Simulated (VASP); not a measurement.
A VASP calculation is set up with these files.

File KPOINTS:
```
Automatic mesh
0
Gamma
5 5 4
0 0 0
```

POSCAR:
```
SnO
1
    3.8760000000     0.0000000000     0.0000000000
    0.0000000000     3.8760000000     0.0000000000
    0.0000000000     0.0000000000     4.9368000000
Sn O
2 2
Direct
  0.5000000000   0.0000000000   0.7620000000
  0.0000000000   0.5000000000   0.2380000000
  0.5000000000   0.5000000000   0.0000000000
  0.0000000000   0.0000000000   0.0000000000
```

### INCAR
```
SYSTEM = SnO
PREC = Accurate
ENCUT = 520
EDIFF = 1E-6
NELM = 60
ALGO = Normal
LREAL = .FALSE.
LASPH = .TRUE.
ISMEAR = 0
SIGMA = 0.05
GGA = PE
LMAXMIX = 4
LWAVE = .FALSE.
LCHARG = .FALSE.
ISIF = 2
IMIX = 1
AMIX = 1.2
BMIX = 0.0001
```

POTCAR, in this order: Sn_d O (PBE.64 set). Program: vasp_std.

The run wrote:

**standard output**
```
...
DAV:  21    -0.442628827903E+04    0.10650E+04   -0.57692E+04  1584   0.847E+02    0.203E+02
DAV:  22    -0.548524988042E+04   -0.10590E+04   -0.76365E+04  1168   0.239E+03    0.203E+02
DAV:  23    -0.447892081498E+04    0.10063E+04   -0.58268E+04  1592   0.846E+02    0.205E+02
DAV:  24    -0.551894915417E+04   -0.10400E+04   -0.76827E+04  1160   0.237E+03    0.197E+02
DAV:  25    -0.441293323120E+04    0.11060E+04   -0.57453E+04  1584   0.843E+02    0.194E+02
DAV:  26    -0.548343469211E+04   -0.10705E+04   -0.76479E+04  1176   0.239E+03    0.191E+02
DAV:  27    -0.442031650337E+04    0.10631E+04   -0.57441E+04  1584   0.839E+02    0.191E+02
DAV:  28    -0.547517587846E+04   -0.10549E+04   -0.76399E+04  1160   0.241E+03    0.196E+02
DAV:  29    -0.441733675820E+04    0.10578E+04   -0.57472E+04  1584   0.849E+02    0.196E+02
DAV:  30    -0.546249330565E+04   -0.10452E+04   -0.76131E+04  1184   0.243E+03    0.197E+02
DAV:  31    -0.441293856277E+04    0.10496E+04   -0.57503E+04  1584   0.848E+02    0.198E+02
DAV:  32    -0.546104410734E+04   -0.10481E+04   -0.76221E+04  1160   0.242E+03    0.190E+02
DAV:  33    -0.435906097137E+04    0.11020E+04   -0.56439E+04  1568   0.844E+02    0.189E+02
DAV:  34    -0.539042626927E+04   -0.10314E+04   -0.74960E+04  1176   0.241E+03    0.239E+02
DAV:  35    -0.444975989199E+04    0.94067E+03   -0.57993E+04  1584   0.869E+02    0.254E+02
DAV:  36    -0.552094573175E+04   -0.10712E+04   -0.76867E+04  1176   0.237E+03    0.200E+02
DAV:  37    -0.442389016242E+04    0.10971E+04   -0.57575E+04  1584   0.843E+02    0.193E+02
DAV:  38    -0.543033489693E+04   -0.10064E+04   -0.75942E+04  1176   0.245E+03    0.197E+02
DAV:  39    -0.437470447246E+04    0.10556E+04   -0.57185E+04  1584   0.849E+02    0.199E+02
DAV:  40    -0.542813487699E+04   -0.10534E+04   -0.75987E+04  1192   0.243E+03    0.198E+02
DAV:  41    -0.437977565915E+04    0.10484E+04   -0.57268E+04  1584   0.846E+02    0.198E+02
DAV:  42    -0.545546444418E+04   -0.10757E+04   -0.76099E+04  1176   0.236E+03    0.211E+02
DAV:  43    -0.444393196762E+04    0.10115E+04   -0.57804E+04  1584   0.859E+02    0.216E+02
DAV:  44    -0.548238622706E+04   -0.10385E+04   -0.76350E+04  1192   0.236E+03    0.195E+02
DAV:  45    -0.441615703876E+04    0.10662E+04   -0.57527E+04  1584   0.837E+02    0.191E+02
DAV:  46    -0.546369597364E+04   -0.10475E+04   -0.76241E+04  1168   0.243E+03    0.200E+02
DAV:  47    -0.442097389354E+04    0.10427E+04   -0.57563E+04  1592   0.857E+02    0.201E+02
DAV:  48    -0.546163974331E+04   -0.10407E+04   -0.76292E+04  1184   0.239E+03    0.192E+02
DAV:  49    -0.440511704948E+04    0.10565E+04   -0.57390E+04  1584   0.843E+02    0.192E+02
DAV:  50    -0.545876832458E+04   -0.10537E+04   -0.76277E+04  1216   0.232E+03    0.194E+02
DAV:  51    -0.439007451263E+04    0.10687E+04   -0.57301E+04  1584   0.842E+02    0.192E+02
DAV:  52    -0.541506772568E+04   -0.10250E+04   -0.75741E+04  1176   0.246E+03    0.196E+02
DAV:  53    -0.438648832018E+04    0.10286E+04   -0.57136E+04  1584   0.847E+02    0.199E+02
DAV:  54    -0.548098584338E+04   -0.10945E+04   -0.76516E+04  1168   0.237E+03    0.197E+02
DAV:  55    -0.444161985395E+04    0.10394E+04   -0.57785E+04  1584   0.843E+02    0.196E+02
DAV:  56    -0.549068417828E+04   -0.10491E+04   -0.76671E+04  1168   0.239E+03    0.195E+02
DAV:  57    -0.442668147406E+04    0.10640E+04   -0.57353E+04  1568   0.846E+02    0.193E+02
DAV:  58    -0.549503538720E+04   -0.10684E+04   -0.76306E+04  1184   0.233E+03    0.212E+02
DAV:  59    -0.446960850218E+04    0.10254E+04   -0.58037E+04  1592   0.862E+02    0.221E+02
DAV:  60    -0.550420264132E+04   -0.10346E+04   -0.76601E+04  1192   0.237E+03

 -----------------------------------------------------------------------------
|                                                                             |
|           W    W    AA    RRRRR   N    N  II  N    N   GGGG   !!!           |
|           W    W   A  A   R    R  NN   N  II  NN   N  G    G  !!!           |
|           W    W  A    A  R    R  N N  N  II  N N  N  G       !!!           |
|           W WW W  AAAAAA  RRRRR   N  N N  II  N  N N  G  GGG   !            |
|           WW  WW  A    A  R   R   N   NN  II  N   NN  G    G                |
|           W    W  A    A  R    R  N    N  II  N    N   GGGG   !!!           |
|                                                                             |
|     The electronic self-consistency was not achieved in the given           |
|     number of steps (NELM). The forces and other quantities evaluated       |
|     might not be reliable so examine the results carefully. If you find     |
|     spurious results, we suggest increasing NELM, if you were close to      |
|     convergence or switching to a different ALGO or adjusting the           |
|     density mixing parameters otherwise.                                    |
|                                                                             |
 -----------------------------------------------------------------------------

   1 F= -.55042026E+04 E0= -.55042015E+04  d E =-.225680E-02
```

**OUTCAR**
```
------------------------ aborting loop EDIFF was not reached (unconverged)  ----------------------------
  FORCE on cell =-STRESS in cart. coord.  units (eV):
  Direction    XX          YY          ZZ          XY          YZ          ZX
  --------------------------------------------------------------------------------------
  Total     2573.6382076   2573.6382076    822.0069704      0.0000000      0.0000000      0.0000000
  in kB    55596.1870758  55596.1870758  17757.1397449      0.0000000      0.0000000      0.0000000
  external PRESSURE =   42983.1712988 kB  Pullay stress =       0.0000000 kB
  volume of cell :       74.17
      direct lattice vectors                 reciprocal lattice vectors
     3.876000000  0.000000000  0.000000000     0.257997936  0.000000000  0.000000000
     0.000000000  3.876000000  0.000000000     0.000000000  0.257997936  0.000000000
     0.000000000  0.000000000  4.936800000     0.000000000  0.000000000  0.202560363
 POSITION                                       TOTAL-FORCE (eV/Angst)
 -----------------------------------------------------------------------------------
      1.93800      0.00000      3.76184        -0.000000      0.000000    246.889511
      0.00000      1.93800      1.17496         0.000000      0.000000   -246.889511
      1.93800      1.93800      0.00000        -0.000000     -0.000000      0.000000
      0.00000      0.00000      0.00000         0.000000      0.000000      0.000000
 -----------------------------------------------------------------------------------
    total drift:                               -0.000000     -0.000000      0.000000
  FREE ENERGIE OF THE ION-ELECTRON SYSTEM (eV)
  ---------------------------------------------------
  free  energy   TOTEN  =     -5504.2026413195 eV

  energy  without entropy=    -5504.2003845213  energy(sigma->0) =    -5504.20151292
```
(Selected blocks of OUTCAR.)

Read the log: what went wrong, and how is it fixed?

The cause: simple mixing (IMIX = 1) with AMIX above 1 overshoots. Convergence was not reached. Against the sound run, the energy per atom (σ→0) drops by 1370.371 eV/atom; the pressure rises by 4299.20 GPa; the largest force increases by 246.571 eV/Å; the band gap drops by 0.66 eV. To mend it, remove IMIX, remove AMIX, remove BMIX.

The mended run (PBE GGA, plane waves, VASP's PBE PAW potentials (set 64)) converges, and its OSZICAR ends with
```
   1 F= -.22715593E+02 E0= -.22715593E+02  d E =-.318255E-15
```

The compound is SnO in the litharge structure. The cell was not relaxed at this level.
